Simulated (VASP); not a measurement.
These are PBEsol GGA, VASP's PBE PAW potentials (set 64) (plane waves; VASP) values and carry that method's errors.

A VASP calculation is set up with these files.

### POSCAR
```
Sc3ZrN4
1.0
  0.0000000000   2.2483885534   2.2483885534
  2.2483885534   0.0000000000   2.2483885534
  8.9876840715   8.9876840715   0.0058701421
Zr N Sc
1 4 3
Cart
  0.0000000000   0.0000000000   0.0000000000
  2.2489065386   2.2489065386   2.2478705686
  4.4951811883   4.4951811883   2.2499844724
  6.7408914366   6.7408914366   2.2526627765
  8.9871660863   8.9871660863   2.2547766803
  4.5195796537   4.5195796537   4.4739745594
  4.4938420358   4.4938420358   0.0029350710
  6.7164929712   6.7164929712   0.0286726895
```

**INCAR**
```
ALGO  =  Normal
EDIFF  =  1E-6
EDIFFG  =  -0.02
ENCUT  =  520
GGA  =  PS
IBRION  =  2
ISIF  =  3
ISMEAR  =  1
LASPH  =  .TRUE.
LCHARG  =  .FALSE.
LMAXMIX  =  4
LREAL  =  .FALSE.
LWAVE  =  .FALSE.
NELM  =  100
NSW  =  60
PREC  =  Accurate
SIGMA  =  0.1
SYSTEM  =  Sc3ZrN4
```

KPOINTS:
```
kpoints
0
G
 11 11 3
0 0 0
```

POTCAR, in this order: Zr_sv N Sc_sv (PBE.64 set). Program: vasp_std.

Output

OSZICAR:
```
       N       E                     dE             d eps       ncg     rms          rms(c)
DAV:   1     0.115651891253E+04    0.11565E+04   -0.30463E+04  7956   0.187E+03
DAV:   2     0.103467484475E+03   -0.10531E+04   -0.10352E+04  9772   0.696E+02
DAV:   3    -0.798987233449E+02   -0.18337E+03   -0.17429E+03 13287   0.281E+02
DAV:   4    -0.955510281956E+02   -0.15652E+02   -0.15412E+02 13616   0.825E+01
DAV:   5    -0.962342109451E+02   -0.68318E+00   -0.68170E+00 13936   0.208E+01    0.361E+01
DAV:   6    -0.805147251398E+02    0.15719E+02   -0.10526E+02 12619   0.608E+01    0.166E+01
DAV:   7    -0.799592722243E+02    0.55545E+00   -0.79970E+00 14312   0.195E+01    0.956E+00
DAV:   8    -0.798041655900E+02    0.15511E+00   -0.11168E+00 11699   0.112E+01    0.129E+00
DAV:   9    -0.797815494015E+02    0.22616E-01   -0.15597E-01 13200   0.328E+00    0.584E-01
DAV:  10    -0.797815867266E+02   -0.37325E-04   -0.19436E-02 13664   0.989E-01    0.320E-01
DAV:  11    -0.797815895500E+02   -0.28234E-05   -0.32713E-03 13242   0.468E-01    0.848E-02
DAV:  12    -0.797815628063E+02    0.26744E-04   -0.54964E-04 13144   0.236E-01    0.506E-02
DAV:  13    -0.797815504294E+02    0.12377E-04   -0.53939E-05 13952   0.701E-02    0.912E-03
DAV:  14    -0.797815502436E+02    0.18580E-06   -0.50844E-06  9720   0.179E-02
   1 F= -.79781550E+02 E0= -.79780971E+02  d E =-.797816E+02
       N       E                     dE             d eps       ncg     rms          rms(c)
DAV:   1    -0.797865823404E+02   -0.50319E-02   -0.24328E-01 11568   0.549E+00    0.767E-01
DAV:   2    -0.797827793875E+02    0.38030E-02   -0.16865E-02 12897   0.131E+00    0.278E-01
DAV:   3    -0.797816468486E+02    0.11325E-02   -0.41243E-03 12353   0.437E-01    0.967E-02
DAV:   4    -0.797816132688E+02    0.33580E-04   -0.69147E-04 14016   0.205E-01    0.654E-02
DAV:   5    -0.797816277534E+02   -0.14485E-04   -0.47432E-05 14921   0.490E-02    0.337E-02
DAV:   6    -0.797816377607E+02   -0.10007E-04   -0.38078E-05 14168   0.443E-02    0.631E-03
DAV:   7    -0.797816389665E+02   -0.12057E-05   -0.21430E-06  8416   0.124E-02    0.243E-03
DAV:   8    -0.797816391614E+02   -0.19492E-06   -0.32623E-07  6050   0.865E-03
   2 F= -.79781639E+02 E0= -.79781065E+02  d E =-.889178E-04
       N       E                     dE             d eps       ncg     rms          rms(c)
DAV:   1    -0.797829068681E+02   -0.12679E-02   -0.50896E-02 11442   0.251E+00    0.350E-01
DAV:   2    -0.797821193918E+02    0.78748E-03   -0.35363E-03 12984   0.600E-01    0.127E-01
DAV:   3    -0.797818817908E+02    0.23760E-03   -0.87218E-04 12360   0.201E-01    0.441E-02
DAV:   4    -0.797818718020E+02    0.99888E-05   -0.14742E-04 14016   0.941E-02    0.299E-02
DAV:   5    -0.797818713014E+02    0.50067E-06   -0.92617E-06 12840   0.223E-02
   3 F= -.79781871E+02 E0= -.79781295E+02  d E =-.321058E-03
```

### OUTCAR
```
------------------------ aborting loop because EDIFF is reached ----------------------------------------
  FORCE on cell =-STRESS in cart. coord.  units (eV):
  Direction    XX          YY          ZZ          XY          YZ          ZX
  --------------------------------------------------------------------------------------
  Total        0.0897722      0.0897722      0.0897722      0.0251852     -0.0251852     -0.0251852
  in kB        1.5865772      1.5865772      1.5865772      0.4451073     -0.4451073     -0.4451073
  external PRESSURE =       1.5865772 kB  Pullay stress =       0.0000000 kB
  volume of cell :       90.65
      direct lattice vectors                 reciprocal lattice vectors
     0.000000000  2.246194980  2.246194980    -0.222605713  0.222591614  0.222605713
     2.246194980  0.000000000  2.246194980     0.222591614 -0.222605713  0.222605713
     8.984210898  8.984210898  0.000569020     0.055654953  0.055654953 -0.055654953
 POSITION                                       TOTAL-FORCE (eV/Angst)
 -----------------------------------------------------------------------------------
      0.00000      0.00000      0.00000         0.000000      0.000000     -0.000000
      2.24764      2.24764      2.24475         0.011031      0.011031     -0.011031
      4.49299      4.49299      2.24560         0.006976      0.006976     -0.006976
      6.73742      6.73742      2.24736        -0.006976     -0.006976      0.006976
      8.98276      8.98276      2.24821        -0.011031     -0.011031      0.011031
      4.51681      4.51681      4.46797         0.007500      0.007500     -0.007500
      4.49211      4.49211      0.00028         0.000000      0.000000     -0.000000
      6.71360      6.71360      0.02498        -0.007500     -0.007500      0.007500
 -----------------------------------------------------------------------------------
    total drift:                                0.000000      0.000000     -0.000000
  FREE ENERGIE OF THE ION-ELECTRON SYSTEM (eV)
  ---------------------------------------------------
  free  energy   TOTEN  =       -79.7818713014 eV

  energy  without entropy=      -79.7801416596  energy(sigma->0) =      -79.78129475

 reached required accuracy - stopping structural energy minimisation
```
(Selected blocks of OUTCAR.)

CONTCAR:
```
Sc3ZrN4
   1.00000000000000
     0.0000000000000000    2.2461949795420382    2.2461949795420382
     2.2461949795420382    0.0000000000000000    2.2461949795420382
     8.9842108980818409    8.9842108980818409    0.0005690200863141
  Zr              N               Sc
     1     4     3
Direct
     0.0000000000000000    0.0000000000000000    0.0000000000000000
     0.4996619065950740    0.4996619065950740    0.1252535701036971
     0.4998199018713474    0.4998199018713474    0.3751350736464885
     0.5001800981286526    0.5001800981286526    0.6248649263535114
     0.5003380934049260    0.5003380934049260    0.8747464298963029
     0.9945328906342066    0.9945328906342066    0.2541003319743425
     0.0000000000000000    0.0000000000000000    0.5000000000000000
     0.0054671093657935    0.0054671093657935    0.7458996680256575
```

The structure was generated: Sc3ZrN4 was put into an ordered model structure (R-3m), which need not be its known phase. This run relaxes it. Symmetry was kept, so distortions that lower it aren't found. The start is the result of an earlier pass. The electron count is odd and the run is not spin-polarised, which forces a metal.
